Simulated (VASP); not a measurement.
```
CELL_PARAMETERS angstrom
      0.00000     3.06721     3.06721
      3.06721     0.00000     3.06721
      3.06721     3.06721     0.00000
ATOMIC_POSITIONS crystal
  Pb 0.00000 0.00000 0.00000
  Se 0.50000 0.50000 0.50000
```

All values below come from MS2 meta-GGA, VASP's PBE PAW potentials (set 64) (plane waves; VASP). Numerical set-up: 520 eV cut-off, 8×8×8 Γ-centred mesh, tetrahedra with Blöchl corrections, potentials Pb_d Se.

Unless said otherwise, spin-orbit coupling is left out, though it shifts the bands of the heavy elements here.

Give the energies of bands 7 to 13 at the high-symmetry points, in eV from the valence-band maximum.

```tsv
band	Γ	X	U	L	W
7	-6.20	-7.28	-7.97	-8.77	-7.94
8	-1.96	-5.06	-4.66	-1.57	-4.31
9	-1.96	-3.31	-2.81	-1.57	-4.31
10	-1.96	-3.31	-2.43	0.00	-0.85
11	4.77	3.75	3.47	0.39	1.99
12	4.77	5.68	4.08	1.77	5.02
13	4.77	5.68	5.51	1.77	5.02
```

The gap is direct, 0.39 eV, from the valence maximum at L to the conduction minimum at L.

The compound is PbSe in the rock salt structure. It was relaxed first.
